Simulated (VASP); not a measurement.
Calculation: PBE GGA, VASP's PBE PAW potentials (set 64) (plane waves; VASP 6.6.1).

VASP ran on this input.

### POSCAR
```
Lu
1.0
  1.7390960263  -3.0122027636   0.0000000000
  1.7390960263   3.0122027636   0.0000000000
  0.0000000000   0.0000000000   5.4292504541
Lu
2
direct
  0.3333330000   0.6666670000   0.2500000000
  0.6666670000   0.3333330000   0.7500000000
```

INCAR:
```
! general
SYSTEM   =  Lu
PREC     =  Accurate
ENCUT    =  520
LREAL    =  .False.
LASPH    =  .True.

! electronic loop
EDIFF    =  1E-7
NELM     =  100
ALGO     =  Normal
LMAXMIX  =  6

! smearing
ISMEAR   =  1
SIGMA    =  0.1

! functional
GGA      =  PE

! ions
IBRION   =  2
NSW      =  30
ISIF     =  4
EDIFFG   =  -0.01

! output
LWAVE    =  .False.
LCHARG   =  .False.
```

### KPOINTS
```
Automatic mesh
0
Gamma
12 12 7
0 0 0
```

POTCAR, in this order: Lu_3 (PBE.64 set). Program: vasp_std.

What VASP printed:

OUTCAR:
```
 ion  position               nearest neighbor table
   1  0.333  0.667  0.250-   2 3.38   2 3.38   2 3.38   2 3.38   2 3.38   2 3.38
   2  0.667  0.333  0.750-   1 3.38   1 3.38   1 3.38   1 3.38   1 3.38   1 3.38
  LATTYP: Found a hexagonal cell.
 ALAT       =     3.4781921278
 C/A-ratio  =     1.5609403548
 Subroutine PRICEL returns:
 Original cell was already a primitive cell.
 Subroutine GETGRP returns: Found 24 space group operations
The static configuration has the point symmetry D_3d.
 The point group associated with its full space group is D_6h.
The dynamic configuration has the point symmetry D_3d.
 Subroutine INISYM returns: Found 24 space group operations
 Subroutine IBZKPT returns following result:
 Found     76 irreducible k-points:

 Following reciprocal coordinates:
            Coordinates               Weight
  0.000000  0.000000  0.000000      1.000000
  0.083333  0.000000  0.000000      6.000000
  0.166667  0.000000  0.000000      6.000000
  0.250000  0.000000  0.000000      6.000000
  0.333333  0.000000  0.000000      6.000000
  0.416667  0.000000  0.000000      6.000000
  0.500000  0.000000  0.000000      3.000000
  0.083333  0.083333  0.000000      6.000000
  0.166667  0.083333  0.000000     12.000000
  0.250000  0.083333  0.000000     12.000000
  0.333333  0.083333  0.000000     12.000000
  0.416667  0.083333  0.000000     12.000000
  0.166667  0.166667  0.000000      6.000000
  0.250000  0.166667  0.000000     12.000000
  0.333333  0.166667  0.000000     12.000000
  0.416667  0.166667  0.000000      6.000000
  0.250000  0.250000  0.000000      6.000000
  0.333333  0.250000  0.000000     12.000000
  0.333333  0.333333  0.000000      2.000000
  0.000000  0.000000  0.142857      2.000000
  0.083333  0.000000  0.142857     12.000000
  0.166667  0.000000  0.142857     12.000000
...
```

### OSZICAR
```
       N       E                     dE             d eps       ncg     rms          rms(c)
DAV:   1     0.467015748489E+02    0.46702E+02   -0.87326E+03  3445   0.150E+03
DAV:   2    -0.640809323880E+01   -0.53110E+02   -0.51954E+02  3387   0.736E+02
DAV:   3    -0.877773562555E+01   -0.23696E+01   -0.22588E+01  3493   0.664E+01
DAV:   4    -0.889200522071E+01   -0.11427E+00   -0.10735E+00  3650   0.110E+01
DAV:   5    -0.889535910980E+01   -0.33539E-02   -0.33488E-02  3408   0.212E+00    0.260E+01
DAV:   6    -0.888803929127E+01    0.73198E-02   -0.32260E-02  3319   0.421E+00    0.155E+01
DAV:   7    -0.889743213129E+01   -0.93928E-02   -0.60051E-02  3217   0.557E+00    0.383E-01
DAV:   8    -0.889730927227E+01    0.12286E-03   -0.40711E-03  3236   0.907E-01    0.103E-01
DAV:   9    -0.889731751355E+01   -0.82413E-05   -0.20065E-04  3374   0.231E-01    0.286E-02
DAV:  10    -0.889731316878E+01    0.43448E-05   -0.21032E-05  3384   0.724E-02    0.322E-02
DAV:  11    -0.889731362708E+01   -0.45830E-06   -0.13920E-06  3268   0.172E-02    0.263E-03
DAV:  12    -0.889731381396E+01   -0.18688E-06   -0.66121E-08  1878   0.625E-03    0.149E-03
DAV:  13    -0.889731380084E+01    0.13119E-07   -0.22903E-08  1763   0.929E-03
   1 F= -.88973138E+01 E0= -.88969306E+01  d E =-.889731E+01
       N       E                     dE             d eps       ncg     rms          rms(c)
DAV:   1    -0.889766129899E+01   -0.34749E-03   -0.11505E-02  3094   0.154E+00    0.815E-02
DAV:   2    -0.889750534782E+01    0.15595E-03   -0.34918E-04  3339   0.279E-01    0.474E-02
DAV:   3    -0.889742632202E+01    0.79026E-04   -0.85828E-05  3790   0.122E-01    0.271E-02
DAV:   4    -0.889742606316E+01    0.25886E-06   -0.11045E-05  3422   0.306E-02    0.102E-02
DAV:   5    -0.889742597325E+01    0.89912E-07   -0.24513E-07  2020   0.117E-02
   2 F= -.88974260E+01 E0= -.88970406E+01  d E =-.112172E-03
       N       E                     dE             d eps       ncg     rms          rms(c)
DAV:   1    -0.889759644367E+01   -0.17038E-03   -0.77035E-03  3054   0.126E+00    0.667E-02
DAV:   2    -0.889749263190E+01    0.10381E-03   -0.23423E-04  3334   0.231E-01    0.387E-02
DAV:   3    -0.889744014017E+01    0.52492E-04   -0.57340E-05  3788   0.100E-01    0.221E-02
DAV:   4    -0.889743994759E+01    0.19259E-06   -0.73495E-06  3383   0.249E-02    0.831E-03
DAV:   5    -0.889743989558E+01    0.52004E-07   -0.12538E-07  1718   0.957E-03
   3 F= -.88974399E+01 E0= -.88970551E+01  d E =-.126095E-03
```

File OUTCAR:
```
------------------------ aborting loop because EDIFF is reached ----------------------------------------
  FORCE on cell =-STRESS in cart. coord.  units (eV):
  Direction    XX          YY          ZZ          XY          YZ          ZX
  --------------------------------------------------------------------------------------
  Total        0.6127717      0.6127717      0.6269620     -0.0000000      0.0000000     -0.0000000
  in kB       17.2596354     17.2596365     17.6593289     -0.0000000      0.0000000     -0.0000000
  external PRESSURE =      17.3928669 kB  Pullay stress =       0.0000000 kB
  volume of cell :       56.88
      direct lattice vectors                 reciprocal lattice vectors
     1.741672737 -3.016665762  0.000000000     0.287080339 -0.165745906  0.000000000
     1.741672737  3.016665762  0.000000000     0.287080339  0.165745906  0.000000000
    -0.000000000 -0.000000000  5.413197766     0.000000000  0.000000000  0.184733690
 POSITION                                       TOTAL-FORCE (eV/Angst)
 -----------------------------------------------------------------------------------
      1.74167      1.00556      1.35330        -0.000000     -0.000000      0.000000
      1.74167     -1.00556      4.05990         0.000000      0.000000      0.000000
 -----------------------------------------------------------------------------------
    total drift:                                0.000000      0.000068     -0.000011
  FREE ENERGIE OF THE ION-ELECTRON SYSTEM (eV)
  ---------------------------------------------------
  free  energy   TOTEN  =        -8.8974398956 eV

  energy  without entropy=       -8.8962853866  energy(sigma->0) =       -8.89705506

 reached required accuracy - stopping structural energy minimisation
```
(Selected blocks of OUTCAR.)

### CONTCAR
```
Lu
   1.00000000000000
     1.7416727365988212   -3.0166657618555237    0.0000000000000000
     1.7416727365988212    3.0166657618555237    0.0000000000000000
    -0.0000000000000000   -0.0000000000000000    5.4131977656630692
  Lu
     2
Direct
     0.3333330000000032    0.6666669999999968    0.2500000000000000
     0.6666669999999968    0.3333330000000032    0.7500000000000000
```

**OUTCAR**
```
 val. band max:        2.9350780105   @ k =   0.4167   0.0000   0.4286

 cond. band min:       2.9603797910   @ k =   0.3333   0.1667   0.4286


 Fermi energy:         2.9473373520

 k-point     1 :       0.0000    0.0000    0.0000
  band No.  band energies     occupation
      1     -24.0638      2.00000
      2     -23.5972      2.00000
      3     -23.5971      2.00000
      4     -23.5025      2.00000
      5     -23.5025      2.00000
      6     -23.4602      2.00000
      7      -3.1741      2.00000
      8       0.5057      2.00000
      9       3.7437     -0.00000
     10       5.1522      0.00000
     11       5.1522      0.00000
     12       5.6485      0.00000
     13       5.9293      0.00000

 k-point     2 :       0.0833    0.0000    0.0000
  band No.  band energies     occupation
      1     -24.0515      2.00000
      2     -23.6208      2.00000
      3     -23.6055      2.00000
      4     -23.5277      2.00000
      5     -23.5055      2.00000
      6     -23.4663      2.00000
      7      -3.0042      2.00000
      8       0.6761      2.00000
      9       3.6072     -0.00000
     10       4.7190     -0.00000
     11       5.3130      0.00000
     12       5.6928      0.00000
     13       5.9713      0.00000

 k-point     3 :       0.1667    0.0000    0.0000
  band No.  band energies     occupation
      1     -24.0165      2.00000
      2     -23.6855      2.00000
      3     -23.6274      2.00000
      4     -23.5951      2.00000
      5     -23.5143      2.00000
      6     -23.4847      2.00000
      7      -2.5136      2.00000
      8       1.1431      2.00000
      9       3.2579     -0.00010
     10       4.0345     -0.00000
     11       5.1784      0.00000
     12       5.6985      0.00000
     13       5.7884      0.00000

 k-point     4 :       0.2500    0.0000    0.0000
  band No.  band energies     occupation
      1     -23.9636      2.00000
      2     -23.7746      2.00000
      3     -23.6836      2.00000
...
```

The compound is Lu in the hcp structure. This cell is one point of a volume scan, at 0.97 of the reference volume. Symmetry was kept, so distortions that lower it aren't found.
